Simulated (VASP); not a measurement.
Method: PBEsol GGA, VASP's PBE PAW potentials (set 64) (plane waves; VASP).

VASP ran on this input.

File KPOINTS:
```
k-points along high-symmetry lines
15
Line-mode
Reciprocal
  0.000000   0.000000   0.000000 ! GAMMA
  0.000000   0.500000   0.000000 ! X

  0.000000   0.500000   0.000000 ! X
  0.500000   0.500000   0.000000 ! M

  0.500000   0.500000   0.000000 ! M
  0.000000   0.000000   0.000000 ! GAMMA

  0.000000   0.000000   0.000000 ! GAMMA
  0.500000   0.500000   0.500000 ! R

  0.500000   0.500000   0.500000 ! R
  0.000000   0.500000   0.000000 ! X

  0.500000   0.500000   0.500000 ! R
  0.500000   0.500000   0.000000 ! M
```

**INCAR**
```
SYSTEM = Mg3ZnTe4
PREC = Accurate
ENCUT = 400
EDIFF = 1E-7
NELM = 100
ALGO = Normal
LREAL = .FALSE.
LASPH = .TRUE.
ISMEAR = 0
SIGMA = 0.05
GGA = PS
LMAXMIX = 4
LWAVE = .FALSE.
LCHARG = .FALSE.
LORBIT = 11
ICHARG = 11
```

### POSCAR
```
Mg3ZnTe4
12.700310
  0.5000000144   0.0000000000   0.0000000000
  0.0000000000   0.5000000144   0.0000000000
  0.0000000000   0.0000000000   0.5000000144
Zn Te Mg
1 4 3
direct
  0.0000000000   0.0000000000   0.0000000000
  0.2411352062   0.2411352062   0.2411352062
  0.7588647938   0.7588647938   0.2411352062
  0.7588647938   0.2411352062   0.7588647938
  0.2411352062   0.7588647938   0.7588647938
  0.5000000000   0.5000000000   0.0000000000
  0.5000000000   0.0000000000   0.5000000000
  0.0000000000   0.5000000000   0.5000000000
```

POTCAR, in this order: Zn Te Mg (PBE.64 set). Program: vasp_std. Read from the step before: CHGCAR.

Output

OSZICAR:
```
       N       E                     dE             d eps       ncg     rms          rms(c)
DAV:   1     0.176494364365E+03    0.17649E+03   -0.13828E+04  4680   0.110E+03
DAV:   2    -0.105737975121E+02   -0.18707E+03   -0.18306E+03  5734   0.217E+02
DAV:   3    -0.252643539204E+02   -0.14691E+02   -0.14571E+02  5440   0.649E+01
DAV:   4    -0.256004056478E+02   -0.33605E+00   -0.33581E+00  6190   0.991E+00
DAV:   5    -0.256086662846E+02   -0.82606E-02   -0.82600E-02  6162   0.147E+00
DAV:   6    -0.256087972336E+02   -0.13095E-03   -0.13095E-03  6266   0.180E-01
DAV:   7    -0.256088012181E+02   -0.39845E-05   -0.39847E-05  6186   0.297E-02
DAV:   8    -0.256088013820E+02   -0.16393E-06   -0.16393E-06  5436   0.537E-03
DAV:   9    -0.256088013915E+02   -0.94651E-08   -0.94402E-08  4654   0.135E-03
   1 F= -.25608801E+02 E0= -.25608801E+02  d E =-.817420E-14
```

### OUTCAR
```
 val. band max:        2.1762070698   @ k =   0.0000   0.0000   0.0000

 cond. band min:       4.0123713921   @ k =   0.0000   0.0000   0.0000



 k-point     1 :       0.0000    0.0000    0.0000
  band No.  band energies     occupation
      1      -8.4824      2.00000
      2      -7.5640      2.00000
      3      -7.5640      2.00000
      4      -7.5640      2.00000
      5      -4.0255      2.00000
      6      -4.0255      2.00000
      7      -4.0255      2.00000
      8      -4.0217      2.00000
      9      -4.0217      2.00000
     10      -2.1065      2.00000
     11      -1.0693      2.00000
     12      -1.0693      2.00000
     13       0.6366      2.00000
     14       0.6366      2.00000
     15       0.6366      2.00000
     16       0.7965      2.00000
     17       0.7965      2.00000
     18       0.7965      2.00000
     19       2.1762      2.00000
     20       2.1762      2.00000
     21       2.1762      2.00000
     22       4.0124      0.00000
     23       4.7573      0.00000
     24       4.7573      0.00000
     25       4.7573      0.00000
     26       5.1142      0.00000

 k-point     2 :       0.0000    0.0357    0.0000
  band No.  band energies     occupation
      1      -8.4801      2.00000
      2      -7.5675      2.00000
      3      -7.5640      2.00000
      4      -7.5640      2.00000
      5      -4.0270      2.00000
      6      -4.0254      2.00000
      7      -4.0254      2.00000
      8      -4.0216      2.00000
      9      -4.0208      2.00000
     10      -2.1019      2.00000
     11      -1.0661      2.00000
     12      -1.0634      2.00000
     13       0.6280      2.00000
     14       0.6343      2.00000
     15       0.6343      2.00000
     16       0.7879      2.00000
     17       0.7974      2.00000
     18       0.7974      2.00000
     19       2.1468      2.00000
     20       2.1700      2.00000
     21       2.1700      2.00000
     22       4.0427      0.00000
     23       4.7625      0.00000
...
```

The density is held fixed in this step, so its total energy and stress have no physical meaning. Unless said otherwise, spin-orbit coupling is left out, though it shifts the bands of the heavy elements here.

The structure was generated: Mg3ZnTe4 was put into an ordered model structure (P-43m), which need not be its known phase. It was relaxed first.
